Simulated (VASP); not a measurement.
Calculation: PBE GGA, VASP's PBE PAW potentials (set 64) (plane waves; VASP).

Input for VASP

KPOINTS:
```
Automatic mesh
0
Gamma
8 8 8
0 0 0
```

### POSCAR
```
AgCl
2.7750
  0.0000000000   1.0000000000   1.0000000000
  1.0000000000   0.0000000000   1.0000000000
  1.0000000000   1.0000000000   0.0000000000
Ag Cl
1 1
Cartesian
  0.0000000000   0.0000000000   0.0000000000
  1.0000000000   1.0000000000   1.0000000000
```

INCAR:
```
ALGO = Normal
AMIX = 0.6
BMIX = 3.0
EDIFF = 1E-6
ENCUT = 400
GGA = PE
IMIX = 1
ISIF = 2
ISMEAR = 0
LASPH = .TRUE.
LCHARG = .FALSE.
LMAXMIX = 4
LREAL = .FALSE.
LWAVE = .FALSE.
NELM = 100
PREC = Accurate
SIGMA = 0.05
SYSTEM = AgCl
```

POTCAR, in this order: Ag Cl (PBE.64 set). Program: vasp_std.

The resulting files:

**OSZICAR**
```
       N       E                     dE             d eps       ncg     rms          rms(c)
DAV:   1     0.872879626043E+02    0.87288E+02   -0.77632E+03   810   0.101E+03
DAV:   2    -0.217453684250E+01   -0.89462E+02   -0.83911E+02   904   0.229E+02
DAV:   3    -0.555130695868E+01   -0.33768E+01   -0.33679E+01   874   0.471E+01
DAV:   4    -0.557815734712E+01   -0.26850E-01   -0.26849E-01   844   0.476E+00
DAV:   5    -0.557855224861E+01   -0.39490E-03   -0.39490E-03   889   0.568E-01    0.636E+00
DAV:   6    -0.544148102255E+01    0.13707E+00   -0.12484E-01   794   0.485E+00    0.289E+00
DAV:   7    -0.540954024208E+01    0.31941E-01   -0.57052E-02   769   0.218E+00    0.144E+00
DAV:   8    -0.539977703838E+01    0.97632E-02   -0.54985E-03   839   0.901E-01    0.696E-01
DAV:   9    -0.539631582576E+01    0.34612E-02   -0.29314E-03   764   0.605E-01    0.401E-01
DAV:  10    -0.539520790894E+01    0.11079E-02   -0.88392E-04   849   0.366E-01    0.238E-01
DAV:  11    -0.539489807066E+01    0.30984E-03   -0.52262E-04   774   0.259E-01    0.159E-01
DAV:  12    -0.539485831478E+01    0.39756E-04   -0.20377E-04   794   0.170E-01    0.107E-01
DAV:  13    -0.539488877508E+01   -0.30460E-04   -0.11704E-04   774   0.120E-01    0.737E-02
DAV:  14    -0.539492858557E+01   -0.39810E-04   -0.52310E-05   784   0.811E-02    0.511E-02
DAV:  15    -0.539495994128E+01   -0.31356E-04   -0.28614E-05   774   0.572E-02    0.357E-02
DAV:  16    -0.539498136442E+01   -0.21423E-04   -0.14013E-05   779   0.393E-02    0.250E-02
DAV:  17    -0.539499493774E+01   -0.13573E-04   -0.75846E-06   764   0.278E-02    0.176E-02
DAV:  18    -0.539500321514E+01   -0.82774E-05   -0.38537E-06   774   0.194E-02    0.123E-02
DAV:  19    -0.539500812902E+01   -0.49139E-05   -0.20570E-06   732   0.137E-02    0.871E-03
DAV:  20    -0.539501099666E+01   -0.28676E-05   -0.10518E-06   563   0.975E-03    0.615E-03
DAV:  21    -0.539501265356E+01   -0.16569E-05   -0.69782E-07   532   0.757E-03    0.440E-03
DAV:  22    -0.539501361358E+01   -0.96003E-06   -0.33127E-07   527   0.514E-03
   1 F= -.53950136E+01 E0= -.53950136E+01  d E =-.516190E-13
```

OUTCAR:
```
------------------------ aborting loop because EDIFF is reached ----------------------------------------
  FORCE on cell =-STRESS in cart. coord.  units (eV):
  Direction    XX          YY          ZZ          XY          YZ          ZX
  --------------------------------------------------------------------------------------
  Total        0.3233672      0.3233672      0.3233672      0.0000000      0.0000000      0.0000000
  in kB       12.1223715     12.1223715     12.1223715      0.0000000      0.0000000      0.0000000
  external PRESSURE =      12.1223715 kB  Pullay stress =       0.0000000 kB
  volume of cell :       42.74
      direct lattice vectors                 reciprocal lattice vectors
     0.000000000  2.775000000  2.775000000    -0.180180180  0.180180180  0.180180180
     2.775000000  0.000000000  2.775000000     0.180180180 -0.180180180  0.180180180
     2.775000000  2.775000000  0.000000000     0.180180180  0.180180180 -0.180180180
  FREE ENERGIE OF THE ION-ELECTRON SYSTEM (eV)
  ---------------------------------------------------
  free  energy   TOTEN  =        -5.3950136136 eV

  energy  without entropy=       -5.3950136136  energy(sigma->0) =       -5.39501361
```
(Selected blocks of OUTCAR.)

The compound is AgCl in the rock salt structure. The cell was not relaxed at this level. The run is one of a series of settings (AMIX = 0.6, BMIX = 3.0, IMIX = 1 against the base run), some of them coarse on purpose.
